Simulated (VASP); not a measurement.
```
Be2C
1.0
    0.00000     2.13216     2.13216
    2.13216     0.00000     2.13216
    2.13216     2.13216     0.00000
Be C
2 1
Direct
  0.25000   0.25000   0.25000
  0.75000   0.75000   0.75000
  0.00000   0.00000   0.00000
```

Method: PBE GGA, VASP's PBE PAW potentials (set 64) (plane waves; VASP). Run with 620 eV cut-off, 9×9×9 Γ-centred mesh, Gaussian smearing of 0.050 eV, potentials Be C.

Q: What does the run give for the energy per atom (σ→0), pressure?

A: 
- energy per atom (σ→0): -5.810 eV/atom
- pressure: 10.03 GPa

Only differences to runs with the same potentials and settings are physical.

The compound is Be2C in the antifluorite structure. It was relaxed first under an external pressure of 10 GPa.
